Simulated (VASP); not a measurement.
Consider the following.

```
Tc
1.0
    1.35513    -2.34716     0.00000
    1.35513     2.34716     0.00000
    0.00000     0.00000     4.32790
Tc
2
Direct
  0.33333   0.66667   0.25000
  0.66667   0.33333   0.75000
```

Method: PBEsol GGA, VASP's PBE PAW potentials (set 64) (plane waves; VASP). Settings: 500 eV cut-off, 15×15×9 Γ-centred mesh, first-order Methfessel-Paxton smearing of 0.10 eV, potentials Tc_pv.

### Question
Estimate the energy per atom (σ→0), pressure, band gap (on the k-mesh) with the smallest direct gap where there is one.

### Answer

```yaml
band gap (on the k-mesh): none (metal, semimetal or under 0.01 eV)
energy per atom (σ→0): -11.261 eV/atom
pressure: 4.85 GPa
```

The compound is Tc in the hcp structure. It was relaxed first under an external pressure of 5 GPa.
